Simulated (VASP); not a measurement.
Here is the system:

```
CELL_PARAMETERS angstrom
      0.00000     2.91088     2.91088
      2.91088     0.00000     2.91088
      2.91088     2.91088     0.00000
ATOMIC_POSITIONS crystal
  Na 0.00000 0.00000 0.00000
  Cl 0.50000 0.50000 0.50000
```

All values below come from revPBE GGA, VASP's PBE PAW potentials (set 64) (plane waves; VASP). Settings: 520 eV cut-off, Gaussian smearing of 0.050 eV, potentials Na_pv Cl.

Q: Give the energies of bands 5 to 10 at the high-symmetry points, in eV from the valence-band maximum.

A: 
```
band      Γ      X      U      L      W
----  -----  -----  -----  -----  -----
5      0.00  -1.38  -1.16  -1.60  -0.98
6      0.00  -0.50  -0.92  -0.21  -0.98
7      0.00  -0.50  -0.41  -0.21  -0.62
8      5.05   7.50   8.24   7.34   8.66
9     11.16   8.35   8.98  10.13   9.66
10    11.16  10.93  10.33  10.90   9.66
```

The gap is direct, 5.05 eV, from the valence maximum at Γ to the conduction minimum at Γ.

Measured: gap 8.97 eV (computed value off by -3.92 eV), as given by Wei Chen et al., Physical Review Materials (2018), doi:10.1103/physrevmaterials.2.073803.

The compound is NaCl in the rock salt structure. It was relaxed first, which changed the volume by +10 %.
